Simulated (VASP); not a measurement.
Output of a VASP run:

**OUTCAR**
```
 ion  position               nearest neighbor table
   1  0.500  0.000  0.685-   3 2.29   4 2.29   3 2.29   4 2.29   2 3.12   2 3.12   2 3.12   2 3.12
                             2 3.60   2 3.60   2 3.60   2 3.60
   2  0.000  0.500  0.315-   3 2.29   4 2.29   4 2.29   3 2.29   1 3.12   1 3.12   1 3.12   1 3.12
                             1 3.60   1 3.60   1 3.60   1 3.60
   3  0.500  0.500  0.000-   1 2.29   2 2.29   1 2.29   2 2.29
   4  0.000  0.000  0.000-   1 2.29   2 2.29   2 2.29   1 2.29
  LATTYP: Found a simple tetragonal cell.
 ALAT       =     4.0113377186
 C/A-ratio  =     0.8770780379
 Subroutine PRICEL returns:
 Original cell was already a primitive cell.
 Subroutine GETGRP returns: Found 16 space group operations
The static configuration has the point symmetry D_2d.
 The point group associated with its full space group is D_4h.
The dynamic configuration has the point symmetry D_2d.
 Subroutine INISYM returns: Found 16 space group operations
 Subroutine IBZKPT returns following result:
 Found     30 irreducible k-points:

 Following reciprocal coordinates:
            Coordinates               Weight
  0.000000  0.000000  0.000000      1.000000
  0.166667  0.000000  0.000000      4.000000
  0.333333  0.000000  0.000000      4.000000
  0.500000  0.000000  0.000000      2.000000
  0.166667  0.166667  0.000000      4.000000
  0.333333  0.166667  0.000000      8.000000
  0.500000  0.166667  0.000000      4.000000
  0.333333  0.333333  0.000000      4.000000
  0.500000  0.333333  0.000000      4.000000
  0.500000  0.500000  0.000000      1.000000
  0.000000  0.000000  0.250000      2.000000
  0.166667  0.000000  0.250000      8.000000
  0.333333  0.000000  0.250000      8.000000
  0.500000  0.000000  0.250000      4.000000
  0.166667  0.166667  0.250000      8.000000
  0.333333  0.166667  0.250000     16.000000
  0.500000  0.166667  0.250000      8.000000
  0.333333  0.333333  0.250000      8.000000
  0.500000  0.333333  0.250000      8.000000
  0.500000  0.500000  0.250000      2.000000
  0.000000  0.000000  0.500000      1.000000
  0.166667  0.000000  0.500000      4.000000
  0.333333  0.000000  0.500000      4.000000
  0.500000  0.000000  0.500000      2.000000
  0.166667  0.166667  0.500000      4.000000
  0.333333  0.166667  0.500000      8.000000
  0.500000  0.166667  0.500000      4.000000
  0.333333  0.333333  0.500000      4.000000
  0.500000  0.333333  0.500000      4.000000
  0.500000  0.500000  0.500000      1.000000
   k-points           NKPTS =     30   k-points in BZ     NKDIM =     30   number of bands    NBANDS=     24
   number of dos      NEDOS =    301   number of ions     NIONS =      4
   total plane-waves  NPLWV =  28672
   dimension x,y,z NGX =    32 NGY =   32 NGZ =   28
   dimension x,y,z NGXF=    64 NGYF=   64 NGZF=   56
   ions per type =               2   2
   PREC   = accura    normal or accurate (medium, high low for compatibility)
   ISTART =      0    job   : 0-new  1-cont  2-samecut
   ICHARG =      2    charge: 1-file 2-atom 10-const
   ISPIN  =      1    spin polarized calculation?
   LNONCOLLINEAR =      F non collinear calculations
   LSORBIT =      F    spin-orbit coupling
   INIWAV =      1    electr: 0-lowe 1-rand  2-diag
   ENCUT  =  600.0 eV  44.10 Ry    6.64 a.u.   8.01  8.01  7.03*2*pi/ulx,y,z
   NELM   =    100;   NELMIN=  2; NELMDL= -5     # of ELM steps
   EDIFF  = 0.1E-06   stopping-criterion for ELM
   LREAL  =      F    real-space projection
   NLSPLINE    = F    spline interpolate recip. space projectors
   LMAXMIX     =    4 max onsite mixed and CHGCAR
   VOSKOWN=      0    Vosko Wilk Nusair interpolation
   EDIFFG = -.1E-01   stopping-criterion for IOM
   NSW    =     40    number of steps for IOM
   NBLOCK =      1;   KBLOCK =     40    inner block; outer block
   IBRION =      2    ionic relax: 0-MD 1-quasi-New 2-CG
   NFREE  =      1    steps in history (QN), initial steepest desc. (CG)
   ISIF   =      3    stress and relaxation
   ISYM   =      2    0-nonsym 1-usesym 2-fastsym
   TEIN   =    0.0    initial temperature
...
```

OSZICAR:
```
...
       N       E                     dE             d eps       ncg     rms          rms(c)
DAV:   1    -0.197303051890E+02   -0.41356E-03   -0.87253E-02  1592   0.248E+00    0.189E-01
DAV:   2    -0.197297825630E+02    0.52263E-03   -0.26156E-03  2176   0.641E-01    0.116E-01
DAV:   3    -0.197293662275E+02    0.41634E-03   -0.56651E-04  2128   0.416E-01    0.888E-03
DAV:   4    -0.197293777710E+02   -0.11544E-04   -0.11612E-04  1576   0.105E-01    0.588E-03
DAV:   5    -0.197293781953E+02   -0.42425E-06   -0.31207E-06  2104   0.247E-02    0.196E-03
DAV:   6    -0.197293781164E+02    0.78875E-07   -0.82302E-08   896   0.704E-03
   6 F= -.91421377E+01 E0= -.91419823E+01  d E =-.157612E-03
       N       E                     dE             d eps       ncg     rms          rms(c)
DAV:   1    -0.197316323640E+02   -0.22542E-02   -0.34996E-01  1584   0.496E+00    0.379E-01
DAV:   2    -0.197295503458E+02    0.20820E-02   -0.10777E-02  2160   0.129E+00    0.233E-01
DAV:   3    -0.197278778059E+02    0.16725E-02   -0.22844E-03  2136   0.833E-01    0.177E-02
DAV:   4    -0.197279230906E+02   -0.45285E-04   -0.46520E-04  1584   0.207E-01    0.118E-02
DAV:   5    -0.197279242134E+02   -0.11228E-05   -0.12260E-05  2160   0.482E-02    0.407E-03
DAV:   6    -0.197279240648E+02    0.14860E-06   -0.43136E-07  1568   0.136E-02    0.130E-03
DAV:   7    -0.197279239932E+02    0.71541E-07   -0.17061E-07   872   0.521E-03
   7 F= -.91420389E+01 E0= -.91418751E+01  d E =-.587938E-04
       N       E                     dE             d eps       ncg     rms          rms(c)
DAV:   1    -0.197312832817E+02   -0.33592E-02   -0.20660E-01  1584   0.381E+00    0.291E-01
DAV:   2    -0.197300495589E+02    0.12337E-02   -0.63491E-03  2184   0.985E-01    0.179E-01
DAV:   3    -0.197290651605E+02    0.98440E-03   -0.13582E-03  2144   0.641E-01    0.140E-02
DAV:   4    -0.197290907409E+02   -0.25580E-04   -0.27302E-04  1592   0.162E-01    0.908E-03
DAV:   5    -0.197290906113E+02    0.12959E-06   -0.81746E-06  2080   0.428E-02    0.281E-03
DAV:   6    -0.197290906413E+02   -0.29943E-07   -0.28206E-07  1224   0.109E-02
   8 F= -.91421429E+01 E0= -.91419854E+01  d E =-.162788E-03
       N       E                     dE             d eps       ncg     rms          rms(c)
DAV:   1    -0.197291823957E+02   -0.91784E-04   -0.12950E-03  1592   0.302E-01    0.229E-02
DAV:   2    -0.197291747476E+02    0.76481E-05   -0.38662E-05  2184   0.779E-02    0.141E-02
DAV:   3    -0.197291689245E+02    0.58231E-05   -0.83739E-06  2128   0.503E-02    0.109E-03
DAV:   4    -0.197291690428E+02   -0.11835E-06   -0.16888E-06  1568   0.127E-02    0.718E-04
DAV:   5    -0.197291690082E+02    0.34569E-07   -0.35868E-08   784   0.324E-03
   9 F= -.91421432E+01 E0= -.91419862E+01  d E =-.163094E-03
       N       E                     dE             d eps       ncg     rms          rms(c)
DAV:   1    -0.197312978926E+02   -0.21288E-02   -0.24437E-03  2224   0.476E-01    0.267E-02
DAV:   2    -0.197312851494E+02    0.12743E-04   -0.72443E-05  2112   0.980E-02    0.969E-03
DAV:   3    -0.197312827099E+02    0.24395E-05   -0.65623E-06  1944   0.524E-02    0.428E-03
DAV:   4    -0.197312819711E+02    0.73878E-06   -0.20653E-06  2176   0.199E-02    0.124E-03
DAV:   5    -0.197312816166E+02    0.35446E-06   -0.21645E-07  1040   0.713E-03    0.479E-04
DAV:   6    -0.197312815866E+02    0.30077E-07   -0.67024E-08   752   0.491E-03
  10 F= -.91421506E+01 E0= -.91419899E+01  d E =-.738538E-05
```

### OUTCAR
```
------------------------ aborting loop because EDIFF is reached ----------------------------------------
  FORCE on cell =-STRESS in cart. coord.  units (eV):
  Direction    XX          YY          ZZ          XY          YZ          ZX
  --------------------------------------------------------------------------------------
  Total       10.5760786     10.5760786     10.5800808      0.0000000      0.0000000      0.0000000
  in kB      299.6302141    299.6302141    299.7435996      0.0000000      0.0000000      0.0000000
  external PRESSURE =      -0.3319908 kB  Pullay stress =     300.0000000 kB
  volume of cell :       56.55
      direct lattice vectors                 reciprocal lattice vectors
     4.019356041  0.000000000  0.000000000     0.248796073  0.000000000  0.000000000
     0.000000000  4.019356041 -0.000000000     0.000000000  0.248796073  0.000000000
     0.000000000  0.000000000  3.500553270     0.000000000  0.000000000  0.285669128
 POSITION                                       TOTAL-FORCE (eV/Angst)
 -----------------------------------------------------------------------------------
      2.00968      0.00000      2.39487        -0.000000      0.000000     -0.006804
      0.00000      2.00968      1.10568         0.000000     -0.000000      0.006804
      2.00968      2.00968     -0.00000        -0.000000      0.000000      0.000000
      0.00000      0.00000      3.50055        -0.000000     -0.000000      0.000000
 -----------------------------------------------------------------------------------
    total drift:                                0.000000     -0.000000     -0.000000
  FREE ENERGIE OF THE ION-ELECTRON SYSTEM (eV)
  ---------------------------------------------------
  free  energy   TOTEN  =       -19.7312815866 eV

  energy  without entropy=      -19.7309600724  energy(sigma->0) =      -19.73112083
  enthalpy is  TOTEN    =        -9.1421506105 eV   P V=       10.5891309761

 reached required accuracy - stopping structural energy minimisation
```
(Selected blocks of OUTCAR.)

**POSCAR**
```
PbO
1
    4.0113377186     0.0000000000     0.0000000000
    0.0000000000     4.0113377186     0.0000000000
    0.0000000000     0.0000000000     3.5182562155
Pb O
2 2
Direct
  0.5000000000   0.0000000000   0.6847630941
  0.0000000000   0.5000000000   0.3152369059
  0.5000000000   0.5000000000   1.0000000000
  0.0000000000   0.0000000000   0.0000000000
```

Q: Reconstruct the remaining input files.

A: This is not unique; one that fits is the input of the run itself, PBE GGA, plane waves, VASP's PBE PAW potentials (set 64).

File KPOINTS:
```
Automatic mesh
0
Gamma
6 6 4
0 0 0
```

### INCAR
```
PSTRESS = 300   # kbar
ALGO = Normal
NELM = 100   # most electronic steps
GGA = PE
ISIF = 3
LCHARG = .FALSE.
LWAVE = .FALSE.
NSW = 40   # most ionic steps
SIGMA = 0.05   # width (eV)
ENCUT = 600
ISMEAR = 0
LASPH = .TRUE.   # aspherical one-centre terms
PREC = Accurate
SYSTEM = PbO
LREAL = .FALSE.
EDIFF = 1E-7   # SCF stop (eV)
IBRION = 2   # conjugate gradients
LMAXMIX = 4
EDIFFG = -0.01   # ionic stop
```

POTCAR, in this order: Pb_d O (PBE.64 set). Program: vasp_std.

Without a dispersion term in the relaxation, distances and binding between the weakly bound layers, chains or molecules are unreliable, and so is what depends on them.

The compound is PbO in the litharge structure. This run relaxes it under an external pressure of 30 GPa. Symmetry was kept, so distortions that lower it aren't found. The k-mesh is coarse (spacing up to 0.45 per Å, 2π included), so the numbers may not be converged in it.
